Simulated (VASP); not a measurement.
Input:

```
CuRhO2
1.0
    1.53383     0.88555     5.65813
   -1.53383     0.88555     5.65813
    0.00000    -1.77111     5.65813
Cu Rh O
1 1 2
Direct
  0.00000   0.00000   0.00000
  0.50000   0.50000   0.50000
  0.89234   0.89234   0.89234
  0.10766   0.10766   0.10766
```

These are PBEsol GGA, VASP's PBE PAW potentials (set 64) (plane waves; VASP 6.6.1) values and carry that method's errors. Settings: 520 eV cut-off, 9×9×9 Γ-centred mesh, tetrahedra with Blöchl corrections, potentials Cu Rh_pv O.

The cores are frozen, which limits the accuracy of field gradients.

Task: Give the principal components of the electric field gradient (V/Å²) and the asymmetry η at each nucleus.

Result: 
```csv
atom,Vxx,Vyy,Vzz,η
Cu1,32.2,32.2,-64.3,0.00
Rh2,-14.6,-14.6,29.1,0.00
O3,-1.2,-1.2,2.4,0.00
O4,-1.2,-1.2,2.4,0.00
```

The structure comes from a computed database's CuRhO2 entry (R-3m); how it stands against other phases isn't given here. It was relaxed first.
